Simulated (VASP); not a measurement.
The system is Cr2O3 (Eskolaite).

```
Cr O
1.0
     2.47850    1.43096    4.53077
    -2.47850    1.43096    4.53077
     0.00000   -2.86193    4.53077
Cr O
4 6
Direct
  0.34748 0.34748 0.34748
  0.15252 0.15252 0.15252
  0.65252 0.65252 0.65252
  0.84748 0.84748 0.84748
  0.55580 0.94420 0.25000
  0.25000 0.55580 0.94420
  0.94420 0.25000 0.55580
  0.44420 0.05580 0.75000
  0.75000 0.44420 0.05580
  0.05580 0.75000 0.44420
```

| Quantity | Value |
| --- | --- |
| Program | VASP 6.6.1 |
| Task | relaxation of cell and atoms |
| Functional | r2SCAN |
| Potentials or basis | VASP PAW PBE potentials, release 64 (Cr_pv, O) |
| Cutoff | 600 eV |
| k mesh | 9 × 9 × 9 |
| Occupations | methfessel-paxton, width 0.1 eV |
| Spin | collinear spin, ferromagnetic start |
| Starting moments | [3.0, 3.0, 3.0, 3.0, 0.0, 0.0, 0.0, 0.0, 0.0, 0.0] μB |

At the start: pressure 3.5 GPa; volume 9.64 Å³/atom.

Where does the relaxation end?

Over 11 steps the energy falls by 6.0 meV/atom and the volume is 9.77 Å³/atom (+1.3 %); space group R-3c (No. 167, to 0.05 Å); moment 12.00 μB per cell.

The path:
```tsv
step	energy change (eV)	largest force (eV/Å)	pressure (GPa)	volume (Å³)
1	0.0000	0.5463	3.53	96.41
2	-0.0256	0.1893	-4.10	99.41
3	-0.0409	0.1947	-1.37	98.26
4	-0.0559	0.0429	-0.19	97.80
5	-0.0568	0.0718	0.15	97.67
6	-0.0601	0.0514	0.10	97.70
7	-0.0601	0.0453	0.09	97.70
8	-0.0601	0.0412	0.10	97.70
9	-0.0604	0.0046	-0.21	97.78
10	-0.0604	0.0057	-0.17	97.78
11	-0.0604	0.0074	0.07	97.67
```

Final structure:
```xyz
10
Lattice="2.5008 1.4438 4.5082 -2.5008 1.4438 4.5082 0.0000 -2.8877 4.5082" Properties=species:S:1:pos:R:3 pbc="T T T"
Cr    0.0000    0.0000    4.7313
Cr    0.0000    0.0000    2.0311
Cr    0.0000    0.0000    8.7934
Cr    0.0000    0.0000   11.4936
O    -0.9913    1.4438    7.8894
O    -0.7548   -1.5804    7.8894
O     1.7461    0.1366    7.8894
O     0.9913   -1.4438    5.6353
O     0.7548    1.5804    5.6353
O    -1.7461   -0.1366    5.6353
```

Caveat: the PAW data sets were made with another functional, which shifts forces and pressure a little; only a ferromagnetic start was run, and an antiferromagnetic order may lie lower in energy.
